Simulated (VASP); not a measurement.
OSZICAR of a VASP run on Cs (bcc):

File OSZICAR:
```
       N       E                     dE             d eps       ncg     rms          rms(c)
DAV:   1     0.549317080014E+02    0.54932E+02   -0.29398E+03   464   0.773E+02
DAV:   2     0.378156923331E+01   -0.51150E+02   -0.49845E+02   656   0.121E+02
DAV:   3    -0.781683386247E+00   -0.45633E+01   -0.45632E+01   464   0.453E+01
DAV:   4    -0.842726668709E+00   -0.61043E-01   -0.61042E-01   864   0.636E+00
DAV:   5    -0.842736369300E+00   -0.97006E-05   -0.97005E-05   584   0.788E-02    0.129E-01
DAV:   6    -0.843115827278E+00   -0.37946E-03   -0.14816E-03   808   0.225E-01    0.880E-02
DAV:   7    -0.843959028655E+00   -0.84320E-03   -0.35119E-03   496   0.360E-01    0.368E-02
DAV:   8    -0.844064907288E+00   -0.10588E-03   -0.13554E-04   728   0.911E-02    0.433E-03
DAV:   9    -0.844066503261E+00   -0.15960E-05   -0.34528E-06   760   0.117E-02    0.284E-03
DAV:  10    -0.844065875678E+00    0.62758E-06   -0.90583E-07   648   0.571E-03
   1 F= -.93416017E+00 E0= -.93318207E+00  d E =-.934160E+00
       N       E                     dE             d eps       ncg     rms          rms(c)
DAV:   1    -0.846161185184E+00   -0.20947E-02   -0.53005E-02   464   0.150E+00    0.200E-01
DAV:   2    -0.844333463983E+00    0.18277E-02   -0.24640E-03   480   0.315E-01    0.924E-02
DAV:   3    -0.843756013188E+00    0.57745E-03   -0.21618E-03   536   0.279E-01    0.193E-02
DAV:   4    -0.843759304037E+00   -0.32908E-05   -0.82306E-06   560   0.256E-02    0.873E-03
DAV:   5    -0.843761782868E+00   -0.24788E-05   -0.20985E-06   664   0.104E-02    0.171E-03
DAV:   6    -0.843760814754E+00    0.96811E-06   -0.97739E-08   336   0.297E-03
   2 F= -.93442893E+00 E0= -.93344767E+00  d E =-.268765E-03
       N       E                     dE             d eps       ncg     rms          rms(c)
DAV:   1    -0.864322606483E+00   -0.20561E-01   -0.48348E-01   464   0.455E+00    0.606E-01
DAV:   2    -0.847683549060E+00    0.16639E-01   -0.22560E-02   464   0.952E-01    0.279E-01
DAV:   3    -0.842446604705E+00    0.52369E-02   -0.19630E-02   504   0.842E-01    0.583E-02
DAV:   4    -0.842450779355E+00   -0.41746E-05   -0.78415E-05   520   0.796E-02    0.263E-02
DAV:   5    -0.842458918344E+00   -0.81390E-05   -0.18674E-05   624   0.311E-02    0.518E-03
DAV:   6    -0.842455610621E+00    0.33077E-05   -0.88386E-07   408   0.884E-03    0.551E-04
DAV:   7    -0.842455525015E+00    0.85606E-07   -0.77380E-08   344   0.247E-03
   3 F= -.93486922E+00 E0= -.93388153E+00  d E =-.709053E-03
```

Task: Which electronic solver shows in the log?

Result: It is blocked Davidson (ALGO = Normal, or the opening steps of other solvers). The INCAR had ALGO = Normal.

Task: Can the final energy be trusted as converged?

Result: Self-consistency was reached. It stopped with EDIFF = 1E-6, NELM = 100, NSW = 60 and EDIFFG = -0.01 after 3 ionic steps (PBE GGA with D3 dispersion (Becke-Johnson damping), plane waves, VASP's PBE PAW potentials (set 64)). Energy and stress use the plane-wave basis of the starting cell.

The compound is Cs in the bcc structure. This run relaxes it. Symmetry was kept, so distortions that lower it aren't found.
